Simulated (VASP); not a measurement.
The input files of a VASP run:

### INCAR
```
SYSTEM = In
PREC = Accurate
ENCUT = 400
EDIFF = 1E-6
NELM = 100
ALGO = Normal
LREAL = .FALSE.
LASPH = .TRUE.
ISMEAR = 1
SIGMA = 0.1
GGA = PE
LMAXMIX = 4
LWAVE = .FALSE.
LCHARG = .FALSE.
ISIF = 2
```

**POSCAR**
```
In
1
   -3.1321777500     3.1321777500     4.7705476500
    3.1321777500    -3.1321777500     4.7705476500
    3.1321777500     3.1321777500    -4.7705476500
In
1
Direct
  0.0000000000   0.0000000000   0.0000000000
```

File KPOINTS:
```
Automatic mesh
0
Gamma
4 4 4
0 0 0
```

POTCAR, in this order: In_d (PBE.64 set). Program: vasp_std.

Output of the run:

**standard output**
```
 POSCAR found type information on POSCAR In
 POSCAR found :  1 types and       1 ions
 Reading from existing POTCAR
 Reading from existing POTCAR
 LDA part: xc-table for (Slater+PW92), standard interpolation
 POSCAR, INCAR and KPOINTS ok, starting setup
 WAVECAR not read
 entering main loop
       N       E                     dE             d eps       ncg     rms          rms(c)
DAV:   1     0.697552418380E+02    0.69755E+02   -0.42140E+03   260   0.730E+02
DAV:   2     0.309926164237E+01   -0.66656E+02   -0.66432E+02   272   0.238E+02
DAV:   3    -0.407827324344E+00   -0.35071E+01   -0.35017E+01   286   0.700E+01
DAV:   4    -0.495752582501E+00   -0.87925E-01   -0.87924E-01   320   0.144E+01
DAV:   5    -0.498805769467E+00   -0.30532E-02   -0.30530E-02   338   0.174E+00    0.229E-01
DAV:   6    -0.497668885379E+00    0.11369E-02   -0.43854E-03   282   0.666E-01    0.166E-01
DAV:   7    -0.499931941280E+00   -0.22631E-02   -0.96113E-03   260   0.569E-01    0.511E-02
DAV:   8    -0.501072381401E+00   -0.11404E-02   -0.98289E-04   264   0.366E-01    0.360E-02
DAV:   9    -0.501674115537E+00   -0.60173E-03   -0.94501E-04   260   0.951E-02    0.637E-03
DAV:  10    -0.501715858215E+00   -0.41743E-04   -0.46615E-05   276   0.318E-02    0.556E-03
DAV:  11    -0.501734618896E+00   -0.18761E-04   -0.25045E-05   272   0.233E-02    0.157E-03
DAV:  12    -0.501738346916E+00   -0.37280E-05   -0.72570E-06   274   0.801E-03    0.200E-03
DAV:  13    -0.501739352843E+00   -0.10059E-05   -0.14028E-06   268   0.653E-03    0.713E-04
DAV:  14    -0.501739310743E+00    0.42100E-07   -0.32879E-08   144   0.126E-03
   1 F= -.50173931E+00 E0= -.50019584E+00  d E =-.463042E-02
```

**OUTCAR**
```
------------------------ aborting loop because EDIFF is reached ----------------------------------------
  FORCE on cell =-STRESS in cart. coord.  units (eV):
  Direction    XX          YY          ZZ          XY          YZ          ZX
  --------------------------------------------------------------------------------------
  Total       -0.7411717     -0.7411717     -0.6791512      0.0000000     -0.0000000      0.0000000
  in kB       -6.3431994     -6.3431994     -5.8124071      0.0000000     -0.0000000      0.0000000
  external PRESSURE =      -6.1662687 kB  Pullay stress =       0.0000000 kB
  volume of cell :      187.21
      direct lattice vectors                 reciprocal lattice vectors
    -3.132177750  3.132177750  4.770547650     0.000000000  0.159633341  0.104809770
     3.132177750 -3.132177750  4.770547650     0.159633341  0.000000000  0.104809770
     3.132177750  3.132177750 -4.770547650     0.159633341  0.159633341  0.000000000
 POSITION                                       TOTAL-FORCE (eV/Angst)
 -----------------------------------------------------------------------------------
      0.00000      0.00000      0.00000         0.000000      0.000000      0.000000
 -----------------------------------------------------------------------------------
    total drift:                                0.000000      0.000000      0.000000
  FREE ENERGIE OF THE ION-ELECTRON SYSTEM (eV)
  ---------------------------------------------------
  free  energy   TOTEN  =        -0.5017393107 eV

  energy  without entropy=       -0.4971088888  energy(sigma->0) =       -0.50019584
```
(Selected blocks of OUTCAR.)

**Question.** The run ends quietly. Is anything wrong with it?

**Answer.** The cause: the lattice was typed in bohr, and VASP reads ångström. The run ends without an error. Against the sound run, the energy per atom (σ→0) goes up by 2.059 eV/atom; the pressure falls by 0.27 GPa; the volume increases by 570 %. To mend it, correct POSCAR, correct KPOINTS.
POSCAR:
```
In
1
   -1.6575000000     1.6575000000     2.5245000000
    1.6575000000    -1.6575000000     2.5245000000
    1.6575000000     1.6575000000    -2.5245000000
In
1
Direct
  0.0000000000   0.0000000000   0.0000000000
```
### KPOINTS
```
Automatic mesh
0
Gamma
12 12 12
0 0 0
```
The mended run (PBE GGA, plane waves, VASP's PBE PAW potentials (set 64)) converges, and its OSZICAR ends with
```
   1 F= -.25595772E+01 E0= -.25596582E+01  d E =0.242877E-03
```

The compound is In in the bct structure. The cell was not relaxed at this level.
